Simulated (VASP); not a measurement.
# GaB12 (Pm-3m) in VASP: a series of runs

The runs below take GaB12 through relaxation of cell and atoms, single point, with PBE.

All numbers are computed with VASP 6.6.1; they aren't measurements. Logs are shortened: lines on timing, memory, paths and dates and some standing lists are left out, and cuts for length are marked.

### Step 1. The cell of the first run

It takes space group Pm-3m (No. 221, cubic). The conventional cell has a = 4.708 Å, b = 4.708 Å, c = 4.708 Å, α = 90.00°, β = 90.00°, γ = 90.00°. Around Ga (site symmetry m-3m) lie 24 B at 2.51 Å. B (site symmetry mm2) is surrounded by 2 B at 1.22 Å.

The cell was built by a generator and needn't be a form met in nature.

### Step 2. Relaxation of cell and atoms, PBE (random cell by space group and Wyckoff sites (Pm-3m, No. 221))

INCAR reads:

```
ALGO = Fast
EDIFF = 1E-7
EDIFFG = -0.04
ENCUT = 600
GGA = PE
IBRION = 2
ISIF = 3
ISMEAR = 0
LASPH = T
LCHARG = F
LREAL = F
LWAVE = F
NELM = 100
NSW = 90
PREC = Accurate
SIGMA = 0.1
```

KPOINTS reads:

```
k-points
0
Gamma
  4 4 4
```

POSCAR reads:

```
GaB12
1.0
    4.7076976300      0.0000000000      0.0000000000
    0.0000000000      4.7076976300      0.0000000000
    0.0000000000      0.0000000000      4.7076976300
Ga B
1 12
Direct
    0.5000000000      0.5000000000      0.5000000000
    0.3161961900      0.5000000000      0.0000000000
    0.6838038100      0.5000000000      0.0000000000
    0.0000000000      0.3161961900      0.5000000000
    0.0000000000      0.6838038100      0.5000000000
    0.5000000000      0.0000000000      0.3161961900
    0.5000000000      0.0000000000      0.6838038100
    0.5000000000      0.3161961900      0.0000000000
    0.5000000000      0.6838038100      0.0000000000
    0.3161961900      0.0000000000      0.5000000000
    0.6838038100      0.0000000000      0.5000000000
    0.0000000000      0.5000000000      0.6838038100
    0.0000000000      0.5000000000      0.3161961900
```

Potentials or basis: VASP PAW PBE potentials, release 64 (Ga_d, B).

Command:

```sh
$ cat potpaw_PBE.64/Ga_d/POTCAR potpaw_PBE.64/B/POTCAR > POTCAR
$ mpirun -np 1 vasp_std > vasp.out
```

OUTCAR:

```text
EDIFF = 1E-7
   EDIFFG = -0.04
   ENCUT = 600
   GGA = PE
   IBRION = 2
   ISIF = 3
   ISMEAR = 0
   LASPH = T
   LREAL = F
   NELM = 100
   NSW = 90
   PREC = Accurate

 ion  position               nearest neighbor table
   1  0.500  0.500  0.500-   2 2.51   3 2.51   4 2.51   5 2.51   6 2.51   7 2.51   8 2.51   9 2.51
                            10 2.51  11 2.51  12 2.51  13 2.51   2 2.51   3 2.51   8 2.51   9 2.51
   2  0.316  0.500  0.000-   8 1.22   9 1.22   3 1.73  12 2.11  13 2.11   1 2.51   1 2.51
   3  0.684  0.500  0.000-   8 1.22   9 1.22   2 1.73  12 2.11  13 2.11   1 2.51   1 2.51
   4  0.000  0.316  0.500-  12 1.22  13 1.22   5 1.73  10 2.11  11 2.11   1 2.51   1 2.51
   5  0.000  0.684  0.500-  12 1.22  13 1.22   4 1.73  10 2.11  11 2.11   1 2.51   1 2.51
   6  0.500  0.000  0.316-  10 1.22  11 1.22   7 1.73   8 2.11   9 2.11   1 2.51   1 2.51
   7  0.500  0.000  0.684-  10 1.22  11 1.22   6 1.73   8 2.11   9 2.11   1 2.51   1 2.51
   8  0.500  0.316  0.000-   2 1.22   3 1.22   9 1.73   7 2.11   6 2.11   1 2.51   1 2.51
   9  0.500  0.684  0.000-   2 1.22   3 1.22   8 1.73   7 2.11   6 2.11   1 2.51   1 2.51
  10  0.316  0.000  0.500-   6 1.22   7 1.22  11 1.73   5 2.11   4 2.11   1 2.51   1 2.51
  11  0.684  0.000  0.500-   6 1.22   7 1.22  10 1.73   5 2.11   4 2.11   1 2.51   1 2.51
  12  0.000  0.500  0.684-   4 1.22   5 1.22  13 1.73   3 2.11   2 2.11   1 2.51   1 2.51
  13  0.000  0.500  0.316-   4 1.22   5 1.22  12 1.73   3 2.11   2 2.11   1 2.51   1 2.51

  LATTYP: Found a simple cubic cell.
 ALAT       =     4.7076976300

  Lattice vectors:

 A1 = (   4.7076976300,   0.0000000000,   0.0000000000)
 A2 = (   0.0000000000,   4.7076976300,   0.0000000000)
 A3 = (   0.0000000000,   0.0000000000,   4.7076976300)

Analysis of symmetry for initial positions (statically):
=====================================================================
 Subroutine PRICEL returns:
 Original cell was already a primitive cell.

 Routine SETGRP: Setting up the symmetry group for a
 simple cubic supercell.

 Subroutine GETGRP returns: Found 48 space group operations
 (whereof 48 operations were pure point group operations)
 out of a pool of 48 trial point group operations.

The static configuration has the point symmetry O_h .

Analysis of symmetry for dynamics (positions and initial velocities):
=====================================================================
 Subroutine PRICEL returns:
 Original cell was already a primitive cell.

 Routine SETGRP: Setting up the symmetry group for a
 simple cubic supercell.

 Subroutine GETGRP returns: Found 48 space group operations
 (whereof 48 operations were pure point group operations)
 out of a pool of 48 trial point group operations.

The dynamic configuration has the point symmetry O_h .

 Subroutine INISYM returns: Found 48 space group operations
 (whereof 48 operations are pure point group operations),
 and found     1 'primitive' translations

----------------------------------------------------------------------------------------

                                     Primitive cell

  volume of cell :     104.3340

  direct lattice vectors                    reciprocal lattice vectors
     4.707697630  0.000000000  0.000000000     0.212418061  0.000000000  0.000000000
     0.000000000  4.707697630  0.000000000     0.000000000  0.212418061  0.000000000
     0.000000000  0.000000000  4.707697630     0.000000000  0.000000000  0.212418061

  length of vectors
     4.707697630  4.707697630  4.707697630     0.212418061  0.212418061  0.212418061

  position of ions in fractional coordinates (direct lattice)
     0.500000000  0.500000000  0.500000000
     0.316196190  0.500000000  0.000000000
     0.683803810  0.500000000  0.000000000
     0.000000000  0.316196190  0.500000000
     0.000000000  0.683803810  0.500000000
     0.500000000  0.000000000  0.316196190
     0.500000000  0.000000000  0.683803810
     0.500000000  0.316196190  0.000000000
     0.500000000  0.683803810  0.000000000
     0.316196190  0.000000000  0.500000000
[... 37 lines left out ...]
   IVDW    =     0    specifies the selected vdW correction
   LEPSILON=     F    determine dielectric tensor
   LRPA    =     F    only Hartree local field effects (RPA)
 conjugate gradient relaxation of ions
 non-spin polarized calculation
 RMM-DIIS sequential band-by-band and
 Gauss-broadening in eV      SIGMA  =   0.10
  energy-cutoff  :      600.00
  volume of cell :      104.33
 maximum number of plane-waves:      3514
 NGX is ok and might be reduce to    40
   NGX = 19   NGY = 19   NGZ = 19

--------------------------------------- Ionic step        1  -------------------------------------------

 number of electron      48.9999995 magnetization

 Free energy of the ion-electron system (eV)
  ---------------------------------------------------
  ext. energy  EPLUGINS =         0.00000000
  ---------------------------------------------------
  free energy    TOTEN  =       -27.29889504 eV

  energy without entropy =      -27.28156586  energy(sigma->0) =      -27.29023045

------------------------ aborting loop because EDIFF is reached ----------------------------------------

  FORCE on cell =-STRESS in cart. coord.  units (eV):
  Direction    XX          YY          ZZ          XY          YZ          ZX
  --------------------------------------------------------------------------------------
  -------------------------------------------------------------------------------------
  Total      104.9165319    104.9165319    104.9165319      0.0000000     -0.0000000      0.0000000
  in kB     1611.1234762   1611.1234762   1611.1234762      0.0000000     -0.0000000      0.0000000
  external PRESSURE =    1611.1234762 kB  Pullay stress =       0.0000000 kB
[... 382 lines left out ...]
     30       3.6005      0.00000
     31       3.8087      0.00000

------------------------ aborting loop EDIFF was not reached (unconverged)  ----------------------------

  FORCE on cell =-STRESS in cart. coord.  units (eV):
  Direction    XX          YY          ZZ          XY          YZ          ZX
  --------------------------------------------------------------------------------------
  -------------------------------------------------------------------------------------
  Total     4111.4405817   4111.4405817   4111.4405817     -0.0000000     -0.0000000      0.0000000
  in kB    23542.4140944  23542.4140944  23542.4140944     -0.0000000     -0.0000000      0.0000000
  external PRESSURE =   23542.4140944 kB  Pullay stress =       0.0000000 kB
[... 34 lines left out ...]
--------------------------------------- Ionic step        3  -------------------------------------------

 number of electron      49.0000000 magnetization

------------------------ aborting loop EDIFF was not reached (unconverged)  ----------------------------

  FORCE on cell =-STRESS in cart. coord.  units (eV):
  Direction    XX          YY          ZZ          XY          YZ          ZX
  --------------------------------------------------------------------------------------
  -------------------------------------------------------------------------------------
  Total       33.8323713     33.8323713     33.8323713      0.0000000      0.0000000     -0.0000000
  in kB      516.9238127    516.9238127    516.9238127      0.0000000      0.0000000     -0.0000000
  external PRESSURE =     516.9238127 kB  Pullay stress =       0.0000000 kB
[... 378 lines left out ...]
     30      32.1548      0.00000
     31     166.5221      0.00000

[... ionic steps 4 to 22 ...]

--------------------------------------- Ionic step       23  -------------------------------------------

 number of electron      48.9999997 magnetization

------------------------ aborting loop because EDIFF is reached ----------------------------------------
[... 89 lines left out ...]
--------------------------------------- Ionic step       25  -------------------------------------------

 number of electron      49.0000003 magnetization

 Free energy of the ion-electron system (eV)
  ---------------------------------------------------
  ext. energy  EPLUGINS =         0.00000000
  ---------------------------------------------------
  free energy    TOTEN  =       -71.29526236 eV

  energy without entropy =      -71.27755398  energy(sigma->0) =      -71.28640817

 E-fermi :   3.8290     XC(G=0): -10.7067

 val. band max:        3.7865835441   @ k =   0.5000   0.5000   0.5000
 cond. band min:       3.8409608815   @ k =   0.5000   0.5000   0.2500
 fundamental gap:      0.0543773375
 Fermi energy:         3.8290189561
[... 378 lines left out ...]
  FREE ENERGIE OF THE ION-ELECTRON SYSTEM (eV)
  ---------------------------------------------------
  free  energy   TOTEN  =       -71.2952623563 eV

  energy  without entropy=      -71.2775539797  energy(sigma->0) =      -71.28640817

 reached required accuracy - stopping structural energy minimisation
```

Wall time 21 min (1 thread of AMD EPYC 9R45 (Zen 5), shared host); peak memory 0.24 GiB.

What came out:

```yaml
Free_energy: -71.2953 eV
Relaxed_volume: 9.63 Å³/atom
Relaxed_cell: a = 5.003 Å, b = 5.003 Å, c = 5.003 Å, α = 90.00°, β = 90.00°, γ = 90.00°
Space_group_after_relaxing_to_0.05_Å: Pm-3m (No. 221)
Energy_gained_by_relaxing: 3384.3 meV/atom
Ionic_steps: 25
Pressure_after_relaxing: 0.0 GPa
Largest_force_after_relaxing: 0.008 eV/Å
Band_gap_on_the_k_mesh: none (metal or under the smearing width)
```

Forces on the atoms (eV/Å):
```
Ga   0.000  0.000  0.000
B    0.008  0.000  0.000
B   -0.008  0.000  0.000
B    0.000  0.008  0.000
B    0.000 -0.008  0.000
B    0.000  0.000  0.008
B    0.000  0.000 -0.008
B    0.000  0.008  0.000
B    0.000 -0.008  0.000
B    0.008  0.000  0.000
B   -0.008  0.000  0.000
B    0.000  0.000 -0.008
B    0.000  0.000  0.008
```

The path:
```
step  energy change (eV)  largest force (eV/Å)  pressure (GPa)  volume (Å³)
   1              0.0000               29.0763          161.11       104.33
   2           9073.1872             8660.0185         2354.24       279.80
   3           1027.2772                5.7368           51.69       104.86
   4             -2.4616                5.0257           75.11       104.82
   5            -37.0151                3.9671           47.56       104.78
   6            -40.1634                3.8510           41.27       104.56
   7            -40.4629                3.8516           40.88       104.44
   8            -40.4781                3.8188           40.92       104.39
   9            -40.4856                3.8023           40.93       104.36
  10            -40.4893                3.7941           40.96       104.35
  11            -40.4912                3.7901           40.96       104.34
  12            -40.4921                3.7881           40.96       104.34
  13            -40.4926                3.7871           40.95       104.34
  14            -40.4928                3.7866           40.96       104.33
  15            -40.4929                3.7862           40.96       104.33
  16            -40.4930                3.7860           40.96       104.33
  17            -40.4930                3.7860           40.96       104.33
  18            -40.4930                3.7860           40.96       104.33
  19            -40.4930                3.7860           40.96       104.33
  20            -43.3159                0.1030          -13.03       140.39
  21            -43.8547                0.7045           -2.15       127.97
  22            -43.8540                0.7384           -1.59       127.46
  23            -43.9865                0.1560            1.36       124.08
  24            -43.9870                0.1154            1.59       123.86
  25            -43.9964                0.0078            0.00       125.22
```

Final structure:
```
Ga B
1.0
     5.00297    0.00000    0.00000
     0.00000    5.00297    0.00000
     0.00000    0.00000    5.00297
Ga B
1 12
Direct
  0.50000 0.50000 0.50000
  0.24715 0.50000 0.00000
  0.75285 0.50000 0.00000
  0.00000 0.24715 0.50000
  0.00000 0.75285 0.50000
  0.50000 0.00000 0.24715
  0.50000 0.00000 0.75285
  0.50000 0.24715 0.00000
  0.50000 0.75285 0.00000
  0.24715 0.00000 0.50000
  0.75285 0.00000 0.50000
  0.00000 0.50000 0.75285
  0.00000 0.50000 0.24715
```

Caveat: the volume moved by over 15 % at a fixed basis, so the end points are rough.

### Step 3. Single point, PBE (the structure that the rattled cell fell into)

INCAR reads:

```
SYSTEM = GaB12
ALGO = Fast
EDIFF = 1E-6
ENCUT = 520
GGA = PE
ISIF = 2
ISMEAR = 0
LASPH = .TRUE.
LCHARG = .FALSE.
LREAL = .FALSE.
LWAVE = .FALSE.
NBANDS = 36
NELM = 100
PREC = Accurate
SIGMA = 0.1
```

KPOINTS reads:

```
k-points
0
G
  4 4 4
  0 0 0
```

POSCAR reads:

```
GaB12
1.0
    4.3711090933      0.0000000000      0.0000000000
   -0.6481992461      4.3329381467      0.0000000000
   -0.8343906761     -1.1516652058      5.6924549637
Ga B
1 12
Direct
    0.4936742241      0.5449693072      0.5240702898
    0.3321449797      0.0145266533      0.4927418388
    0.7418591852      0.0467570954      0.5693182373
    0.8963936644      0.4345692558      0.2265270664
    0.9688010566      0.4501528220      0.7138990410
    0.4849309395      0.7997194424      0.9891302430
    0.4697325696      0.2368004218      0.0466634381
    0.6138067276      0.0493969289      0.2682282002
    0.5361855304      0.0615972789      0.7852526494
    0.1761631407      0.4801415428      0.0056490090
    0.7638710423      0.4748176925      0.9434059615
    0.0174669519      0.2158347573      0.4394749604
    0.0049699880      0.6907168016      0.4956390653
```

Potentials or basis: VASP PAW PBE potentials, release 64 (Ga_d, B).

Command:

```sh
$ cat potpaw_PBE.64/Ga_d/POTCAR potpaw_PBE.64/B/POTCAR > POTCAR
$ mpirun -np 1 vasp_std > vasp.out
```

Run time: 1.8 min. Hardware: 1 thread of AMD EPYC 9R45 (Zen 5), shared host; peak memory 0.27 GiB.

Results (log left out):

```
Free energy            : -76.7075 eV
Pressure               : -2.6 GPa
Largest force          : 0.724 eV/Å
Band gap on the k mesh : none (metal or under the smearing width)
```

Forces in eV/Å, atoms in the order of the input:
```
Ga   0.212  0.120  0.450
B   -0.105 -0.262 -0.034
B    0.005 -0.277 -0.668
B   -0.158 -0.298 -0.570
B   -0.011 -0.001  0.182
B    0.182 -0.061  0.230
B    0.132  0.289  0.006
B    0.077  0.376  0.058
B   -0.349 -0.378  0.470
B   -0.093  0.178 -0.084
B    0.041  0.266  0.114
B    0.007  0.181  0.020
B    0.060 -0.134 -0.174
```

Stress tensor (GPa, compression positive):
```
-3.47 -0.04  0.46
-0.04 -2.45  1.13
 0.46  1.13 -1.77
```

Levels at points of the mesh, in eV from the Fermi level:
```csv
k point,band 22,band 23,band 24,band 25,band 26,band 27,band 28,band 29
"(0.00, 0.00, 0.00)",-2.29,-1.45,-1.24,-0.40,0.22,2.39,2.45,3.03
"(0.50, 0.00, 0.00)",-1.80,-1.33,-0.95,-0.23,1.49,1.60,3.82,4.33
"(0.00, 0.50, 0.00)",-1.77,-1.58,-0.78,0.29,0.85,1.91,2.18,3.86
"(0.50, 0.50, 0.00)",-0.93,-0.58,-0.42,0.88,1.54,2.64,3.07,3.74
"(0.00, 0.00, 0.50)",-1.99,-1.16,-0.65,-0.36,0.10,1.49,1.92,3.08
"(0.50, 0.00, 0.50)",-1.89,-1.48,-0.91,-0.41,0.28,2.12,2.29,3.80
"(0.00, 0.50, 0.50)",-1.62,-1.25,-0.62,-0.32,0.78,1.36,1.73,3.42
"(0.50, 0.50, 0.50)",-0.94,-0.53,-0.07,0.21,0.57,1.33,3.10,4.26
```

Caveat: the k mesh is coarse (spacing up to 0.37 Å⁻¹), so the values aren't converged.

### Step 4. Single point, PBE (cell x1)

INCAR reads:

```
ALGO = Normal
EDIFF = 1E-6
ENCUT = 520
GGA = PE
ISIF = 2
ISMEAR = 0
LASPH = T
LCHARG = F
LREAL = F
LWAVE = F
NBANDS = 36
NELM = 100
PREC = Accurate
SIGMA = 0.2
```

KPOINTS reads:

```
k-points
0
Gamma
  4 4 4
```

POSCAR reads:

```
GaB12
1.0
    4.9975938975      0.0000000000      0.0000000000
    0.0000000000      4.9975938975      0.0000000000
    0.0000000000      0.0000000000      4.9975938975
Ga B
1 12
Direct
    0.5000000000      0.5000000000      0.5000000000
    0.2479130169      0.5000000000      0.0000000000
    0.7520869831      0.5000000000      0.0000000000
    0.0000000000      0.2479130169      0.5000000000
    0.0000000000      0.7520869831      0.5000000000
    0.5000000000      0.0000000000      0.2479130169
    0.5000000000      0.0000000000      0.7520869831
    0.5000000000      0.2479130169      1.0000000000
    0.5000000000      0.7520869831      1.0000000000
    0.2479130169      0.0000000000      0.5000000000
    0.7520869831      0.0000000000      0.5000000000
    0.0000000000      0.5000000000      0.7520869831
    0.0000000000      0.5000000000      0.2479130169
```

Command:

```sh
$ cat potpaw_PBE.64/Ga_d/POTCAR potpaw_PBE.64/B/POTCAR > POTCAR
$ mpirun -np 1 vasp_std > vasp.out
```

Wall time 26 s (1 thread of AMD EPYC 9R45 (Zen 5), shared host); peak memory 0.21 GiB.

The run converged. Its results:

```
Free energy            : -71.3248 eV
Pressure               : 0.3 GPa
Largest force          : 0.062 eV/Å
Band gap on the k mesh : none (metal or under the smearing width)
```

Forces on the atoms (eV/Å):
```
Ga   0.000  0.000  0.000
B   -0.062  0.000  0.000
B    0.062  0.000  0.000
B    0.000 -0.062  0.000
B    0.000  0.062  0.000
B    0.000  0.000 -0.062
B    0.000  0.000  0.062
B    0.000 -0.062  0.000
B    0.000  0.062  0.000
B   -0.062  0.000  0.000
B    0.062  0.000  0.000
B    0.000  0.000  0.062
B    0.000  0.000 -0.062
```

Levels at points of the mesh, in eV from the Fermi level:
| k point | band 21 | band 22 | band 23 | band 24 | band 25 | band 26 | band 27 | band 28 |
| --- | --- | --- | --- | --- | --- | --- | --- | --- |
| (0.00, 0.00, 0.00) | -1.45 | -1.20 | -1.20 | -1.20 | -0.20 | -0.20 | -0.20 | 3.34 |
| (0.50, 0.00, 0.00) | -1.41 | -1.41 | -1.31 | -1.12 | -0.45 | -0.39 | 1.89 | 1.89 |
| (0.50, 0.50, 0.00) | -1.93 | -1.27 | -1.27 | -0.75 | 0.17 | 0.56 | 1.02 | 1.33 |
| (0.50, 0.50, 0.50) | -1.53 | -1.53 | -1.47 | -1.47 | -1.47 | -0.57 | -0.57 | -0.03 |

### Step 5. Overview

```csv
task,cell,cutoff (eV),smearing,mesh quality,gap on the mesh (eV),pressure (GPa),largest force (eV/Å)
relaxation of cell and atoms,"relaxed from: random cell by space group and Wyckoff sites (Pm-3m, No. 221)",600,gaussian 0.1 eV,not flagged,none,0.0,0.01
single point,the structure that the rattled cell fell into,520,gaussian 0.1 eV,coarse,none,-2.6,0.72
single point,cell x1,520,gaussian 0.2 eV,not flagged,none,0.3,0.06
```

Alike in all rows: level PBE; potentials or basis VASP PAW PBE potentials, release 64 (Ga_d, B); no spin polarisation; k mesh 4 × 4 × 4.

Caveats: some runs use coarse meshes; the volume moved by over 15 % at a fixed basis, so the end points are rough (some runs).

Total energies depend on the potentials used, so only differences within one code and one set of settings carry meaning.
